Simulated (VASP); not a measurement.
# SrGaI3 (Pm-3m) in VASP: further runs, part 2 of 2

VASP 6.6.1. Earlier steps stand in the parts before.

## Step 3: Relaxation of cell and atoms, PBE

INCAR

```
SYSTEM = SrGaI3
ALGO     = Fast           ! electronic algorithm
EDIFF    = 1E-6           ! SCF threshold, eV
EDIFFG   = -0.01          ! ionic threshold
ENCUT    = 600            ! plane-wave cutoff, eV
GGA      = PE             ! functional
IBRION   = 2              ! ionic algorithm
ISIF     = 3              ! what is computed and relaxed
ISMEAR   = 0              ! smearing method
LASPH    = .True.         ! aspherical terms in the spheres
LCHARG   = .False.        ! write CHGCAR
LREAL    = .False.        ! projectors in reciprocal space
LWAVE    = .False.        ! write WAVECAR
NELM     = 60             ! most SCF steps
NSW      = 100            ! ionic steps
PREC     = Accurate       ! precision mode
SIGMA    = 0.1            ! smearing width, eV
```

KPOINTS

```
k-points
0
Gamma
  6 6 6
  0 0 0
```

POSCAR

```
SrGaI3
1.0
    5.8983974320      0.0000000000      0.0000000000
    0.0000000000      5.8983974320      0.0000000000
    0.0000000000      0.0000000000      5.8983974320
Sr Ga I
1 1 3
Direct
    0.5000000000      0.5000000000      0.5000000000
    0.0000000000      0.0000000000      0.0000000000
    0.5000000000      0.0000000000      0.0000000000
    0.0000000000      0.5000000000      0.0000000000
    0.0000000000      0.0000000000      0.5000000000
```

Potentials or basis: VASP PAW PBE potentials, release 64 (Sr_sv, Ga_d, I).

Command:

```console
> cat potpaw_PBE.64/Sr_sv/POTCAR potpaw_PBE.64/Ga_d/POTCAR potpaw_PBE.64/I/POTCAR > POTCAR
> mpirun -np 1 vasp_std > vasp.out
```

OUTCAR:

```text
SYSTEM = SrGaI3
   EDIFF = 1E-6
   EDIFFG = -0.01
   ENCUT = 600
   GGA = PE
   IBRION = 2
   ISIF = 3
   ISMEAR = 0
   LASPH = .True.
   LREAL = .False.
   NELM = 60
   NSW = 100
   PREC = Accurate

 ion  position               nearest neighbor table
   1  0.500  0.500  0.500-   3 4.17   4 4.17   5 4.17   3 4.17   4 4.17   3 4.17   5 4.17   3 4.17
                             4 4.17   5 4.17   4 4.17   5 4.17
   2  0.000  0.000  0.000-   3 2.95   4 2.95   5 2.95   5 2.95   4 2.95   3 2.95
   3  0.500  0.000  0.000-   2 2.95   2 2.95   1 4.17   1 4.17   1 4.17   1 4.17
   4  0.000  0.500  0.000-   2 2.95   2 2.95   1 4.17   1 4.17   1 4.17   1 4.17
   5  0.000  0.000  0.500-   2 2.95   2 2.95   1 4.17   1 4.17   1 4.17   1 4.17

  LATTYP: Found a simple cubic cell.
 ALAT       =     5.8983974320

  Lattice vectors:

 A1 = (   5.8983974320,   0.0000000000,   0.0000000000)
 A2 = (   0.0000000000,   5.8983974320,   0.0000000000)
 A3 = (   0.0000000000,   0.0000000000,   5.8983974320)

Analysis of symmetry for initial positions (statically):
=====================================================================
 Subroutine PRICEL returns:
[... 229 lines left out ...]
 cond. band min:       4.2023226999   @ k =   0.5000   0.5000   0.1667
 fundamental gap:      0.0462044135
 Fermi energy:         4.1606154216

 k-point     1 :       0.0000    0.0000    0.0000
  band No.  band energies     occupation
      1     -34.7179      2.00000
      2     -16.5894      2.00000
      3     -16.5894      2.00000
      4     -16.5894      2.00000
      5     -10.7147      2.00000
      6     -10.7147      2.00000
[... 569 lines left out ...]
     25       5.1516      0.00000
     26       5.2322      0.00000

------------------------ aborting loop because EDIFF is reached ----------------------------------------

  FORCE on cell =-STRESS in cart. coord.  units (eV):
  Direction    XX          YY          ZZ          XY          YZ          ZX
  --------------------------------------------------------------------------------------
  -------------------------------------------------------------------------------------
  Total       -0.0223238     -0.0223238     -0.0223238     -0.0000000     -0.0000000      0.0000000
  in kB       -0.1747410     -0.1747410     -0.1747410     -0.0000000     -0.0000000      0.0000000
  external PRESSURE =      -0.1747410 kB  Pullay stress =       0.0000000 kB

 VOLUME and BASIS-vectors are now :
 -----------------------------------------------------------------------------
  energy-cutoff  :      600.00
  volume of cell :      204.68
      direct lattice vectors                 reciprocal lattice vectors
     5.893340837  0.000000000  0.000000000     0.169683042  0.000000000  0.000000000
    -0.000000000  5.893340837  0.000000000    -0.000000000  0.169683042  0.000000000
    -0.000000000 -0.000000000  5.893340837    -0.000000000 -0.000000000  0.169683042

 POSITION                                       TOTAL-FORCE (eV/Angst)
 -----------------------------------------------------------------------------------
      2.94667      2.94667      2.94667         0.000000     -0.000000     -0.000000
      0.00000      0.00000      0.00000         0.000000     -0.000000     -0.000000
      2.94667      0.00000      0.00000         0.000000      0.000000      0.000000
     -0.00000      2.94667      0.00000        -0.000000      0.000000     -0.000000
     -0.00000     -0.00000      2.94667         0.000000      0.000000     -0.000000
 -----------------------------------------------------------------------------------
    total drift:                                0.000000     -0.000000      0.000000

  FREE ENERGIE OF THE ION-ELECTRON SYSTEM (eV)
  ---------------------------------------------------
  free  energy   TOTEN  =       -12.9455948206 eV

  energy  without entropy=      -12.9403326796  energy(sigma->0) =      -12.94296375

 reached required accuracy - stopping structural energy minimisation
```

CONTCAR:

```text
SrGaI3
   1.00000000000000
     5.8933408366352324    0.0000000000000000    0.0000000000000000
    -0.0000000000000000    5.8933408366352324    0.0000000000000000
    -0.0000000000000000   -0.0000000000000000    5.8933408366352324
  Sr              Ga              I
     1     1     3
Direct
     0.5000000000000000    0.5000000000000000    0.5000000000000000
     0.0000000000000000    0.0000000000000000    0.0000000000000000
     0.5000000000000000    0.0000000000000000    0.0000000000000000
     0.0000000000000000    0.5000000000000000    0.0000000000000000
     0.0000000000000000    0.0000000000000000    0.5000000000000000

  0.00000000E+00  0.00000000E+00  0.00000000E+00
  0.00000000E+00  0.00000000E+00  0.00000000E+00
  0.00000000E+00  0.00000000E+00  0.00000000E+00
  0.00000000E+00  0.00000000E+00  0.00000000E+00
  0.00000000E+00  0.00000000E+00  0.00000000E+00
```

It took 6 min on 1 thread of Intel Xeon Platinum 8375C at 2.90GHz (Ice Lake), shared host; peak memory 0.43 GiB.

Results:

```
Free energy                            : -12.9456 eV
Relaxed volume                         : 40.94 Å³/atom
Relaxed cell                           : a = 5.893 Å, b = 5.893 Å, c = 5.893 Å, α = 90.00°, β = 90.00°, γ = 90.00°
Space group after relaxing (to 0.05 Å) : Pm-3m (No. 221)
Energy gained by relaxing              : 0.0 meV/atom
Ionic steps                            : 2
Pressure after relaxing                : 0.0 GPa
Band gap on the k mesh                 : none (metal or under the smearing width)
```

The path:
```
step  energy change (eV)  largest force (eV/Å)  pressure (GPa)  volume (Å³)
   1              0.0000                0.0000           -0.07       205.21
   2             -0.0002                0.0000           -0.02       204.68
```

Final structure:
```cif
data_structure
_symmetry_space_group_name_H-M 'P 1'
_symmetry_Int_Tables_number 1
_cell_length_a 5.8933
_cell_length_b 5.8933
_cell_length_c 5.8933
_cell_angle_alpha 90.000
_cell_angle_beta 90.000
_cell_angle_gamma 90.000
_cell_volume 204.68
loop_
_atom_site_label
_atom_site_type_symbol
_atom_site_fract_x
_atom_site_fract_y
_atom_site_fract_z
_atom_site_occupancy
Sr1 Sr 0.50000 0.50000 0.50000 1
Ga1 Ga 0.00000 0.00000 0.00000 1
I1 I 0.50000 0.00000 0.00000 1
I2 I 0.00000 0.50000 0.00000 1
I3 I 0.00000 0.00000 0.50000 1
```

## Step 4: Single point, PBE

INCAR

```
SYSTEM = SrGaI3
ALGO     = Normal         ! electronic algorithm
EDIFF    = 1E-6           ! SCF threshold, eV
ENCUT    = 520            ! plane-wave cutoff, eV
GGA      = PE             ! functional
ISIF     = 2              ! what is computed and relaxed
ISMEAR   = 0              ! smearing method
LASPH    = .True.         ! aspherical terms in the spheres
LCHARG   = .True.         ! write CHGCAR
LELF     = .True.         ! ELF
LREAL    = .False.        ! projectors in reciprocal space
LVHAR    = .True.       
LWAVE    = .False.        ! write WAVECAR
NBANDS   = 30             ! bands
NELM     = 80             ! most SCF steps
PREC     = Accurate       ! precision mode
SIGMA    = 0.1            ! smearing width, eV
```

KPOINTS

```
k-points
0
Gamma
  4 4 4
  0 0 0
```

POSCAR is that of step 3.

Command:

```console
> cat potpaw_PBE.64/Sr_sv/POTCAR potpaw_PBE.64/Ga_d/POTCAR potpaw_PBE.64/I/POTCAR > POTCAR
> mpirun -np 1 vasp_std > vasp.out
```

It took 64 s on 1 thread of Intel Xeon Platinum 8375C at 2.90GHz (Ice Lake), shared host; peak memory 0.34 GiB.

It converged, with:

* Free energy: -12.9027 eV
* Pressure: 0.1 GPa
* Band gap on the k mesh: none (metal or under the smearing width)

Levels at points of the mesh, in eV from the Fermi level:
| k point | band 19 | band 20 | band 21 | band 22 | band 23 | band 24 | band 25 | band 26 |
| --- | --- | --- | --- | --- | --- | --- | --- | --- |
| (0.00, 0.00, 0.00) | -3.31 | -2.96 | -2.96 | -2.96 | -0.76 | 0.53 | 0.53 | 0.98 |
| (0.50, 0.00, 0.00) | -3.65 | -3.15 | -3.15 | -1.23 | 0.61 | 1.14 | 1.51 | 1.59 |
| (0.50, 0.50, 0.00) | -3.78 | -2.85 | -2.56 | -0.25 | 0.82 | 1.53 | 1.60 | 1.60 |
| (0.50, 0.50, 0.50) | -2.51 | -2.51 | -2.51 | -0.41 | 0.83 | 0.83 | 0.83 | 0.88 |

Spin-orbit coupling is left out, which matters for the levels of I.

## Step 5: Relaxation of cell and atoms, PBE

This run uses another cell than the first one, of 32.22 Å³/atom, 0.787 times its volume.

INCAR

```
SYSTEM = SrGaI3
  ALGO = Fast
  EDIFF = 1E-6
  EDIFFG = -0.04
  ENCUT = 600
  GGA = PE
  IBRION = 2
  ISIF = 3
  ISMEAR = 0
  LASPH = .True.
  LCHARG = .False.
  LREAL = .False.
  LWAVE = .False.
  NELM = 80
  NSW = 90
  PREC = Accurate
  SIGMA = 0.1
```

KPOINTS is that of step 4.

POSCAR: that of step 4 with these lines changed.

```diff
@@ -2,5 +2,5 @@
 1.0
-    5.8983974320      0.0000000000      0.0000000000
-    0.0000000000      5.8983974320      0.0000000000
-    0.0000000000      0.0000000000      5.8983974320
+    5.4414103600      0.0000000000      0.0000000000
+    0.0000000000      5.4414103600      0.0000000000
+    0.0000000000      0.0000000000      5.4414103600
 Sr Ga I
```

Command:

```console
> cat potpaw_PBE.64/Sr_sv/POTCAR potpaw_PBE.64/Ga_d/POTCAR potpaw_PBE.64/I/POTCAR > POTCAR
> mpirun -np 1 vasp_std > vasp.out
```

Wall time 12 min (1 thread of Intel Xeon Platinum 8375C at 2.90GHz (Ice Lake), shared host); peak memory 0.4 GiB.

The run converged. Its results:

```
Free energy                            : -12.9009 eV
Relaxed volume                         : 41.36 Å³/atom
Relaxed cell                           : a = 5.913 Å, b = 5.913 Å, c = 5.913 Å, α = 90.00°, β = 90.00°, γ = 90.00°
Space group after relaxing (to 0.05 Å) : Pm-3m (No. 221)
Energy gained by relaxing              : 160.2 meV/atom
Ionic steps                            : 4
Pressure after relaxing                : 0.0 GPa
Band gap on the k mesh                 : none (metal or under the smearing width)
```

The path:
```tsv
step	energy change (eV)	largest force (eV/Å)	pressure (GPa)	volume (Å³)
1	0.0000	0.0000	7.23	161.11
2	-0.7775	0.0000	0.83	197.46
3	-0.7848	0.0000	-0.61	214.51
4	-0.8008	0.0000	-0.02	206.79
```

Final structure:
```cif
data_structure
_symmetry_space_group_name_H-M 'P 1'
_symmetry_Int_Tables_number 1
_cell_length_a 5.9135
_cell_length_b 5.9135
_cell_length_c 5.9135
_cell_angle_alpha 90.000
_cell_angle_beta 90.000
_cell_angle_gamma 90.000
_cell_volume 206.79
loop_
_atom_site_label
_atom_site_type_symbol
_atom_site_fract_x
_atom_site_fract_y
_atom_site_fract_z
_atom_site_occupancy
Sr1 Sr 0.50000 0.50000 0.50000 1
Ga1 Ga 0.00000 0.00000 0.00000 1
I1 I 0.50000 0.00000 0.00000 1
I2 I 0.00000 0.50000 0.00000 1
I3 I 0.00000 0.00000 0.50000 1
```

Levels at points of the mesh, in eV from the Fermi level:
| k point | band 19 | band 20 | band 21 | band 22 | band 23 | band 24 | band 25 | band 26 |
| --- | --- | --- | --- | --- | --- | --- | --- | --- |
| (0.00, 0.00, 0.00) | -3.27 | -2.94 | -2.94 | -2.94 | -0.75 | 0.55 | 0.55 | 0.99 |
| (0.50, 0.00, 0.00) | -3.61 | -3.11 | -3.11 | -1.22 | 0.62 | 1.15 | 1.60 | 1.69 |
| (0.50, 0.50, 0.00) | -3.74 | -2.83 | -2.54 | -0.25 | 0.84 | 1.53 | 1.63 | 1.63 |
| (0.50, 0.50, 0.50) | -2.49 | -2.49 | -2.49 | -0.39 | 0.84 | 0.84 | 0.84 | 1.55 |

Caveat: the volume moved by over 15 % at a fixed basis, so the end points are rough.

## Step 6: Summary

| task | cell | k mesh | cutoff (eV) | gap on the mesh (eV) | pressure (GPa) | relaxed volume (Å³/atom) |
| --- | --- | --- | --- | --- | --- | --- |
| single point | Pm-3m, 40.96 Å³/atom | 6 × 6 × 6 | 520 | none | 0.0 | - |
| relaxation of cell and atoms | relaxed | 6 × 6 × 6 | 600 | none | 0.0 | 40.94 |
| single point | Pm-3m, 41.04 Å³/atom | 4 × 4 × 4 | 520 | none | 0.1 | - |
| relaxation of cell and atoms | relaxed | 4 × 4 × 4 | 600 | none | 0.0 | 41.36 |

Alike in all rows: level PBE; potentials or basis VASP PAW PBE potentials, release 64 (Sr_sv, Ga_d, I); no spin polarisation; smearing gaussian 0.1 eV.

Caveats: the volume moved by over 15 % at a fixed basis, so the end points are rough (some runs).

Total energies depend on the potentials used, so only differences within one code and one set of settings carry meaning.
